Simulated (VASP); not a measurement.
Here is the system:

```
CELL_PARAMETERS angstrom
      0.00000     3.25929     3.25929
      3.25929     0.00000     3.25929
      3.25929     3.25929     0.00000
ATOMIC_POSITIONS crystal
  Sb 0.25000 0.25000 0.25000
  In 0.00000 0.00000 0.00000
```

Level of theory: PBEsol GGA, VASP's PBE PAW potentials (set 64) (plane waves; VASP). Numerical set-up: 400 eV cut-off, Gaussian smearing of 0.050 eV, potentials Sb In_d.

Unless said otherwise, spin-orbit coupling is left out, though it shifts the bands of the heavy elements here.

What does the run give for the band gap (along the path) with the smallest direct gap where there is one?

```json
{
  "band gap (along the path)": "none (metal, semimetal or under 0.01 eV)"
}
```

Only differences to runs with the same potentials and settings are physical.

The structure comes from a measured InSb entry (F-43m) of the Crystallography Open Database, whose conditions weren't checked. It was relaxed first.
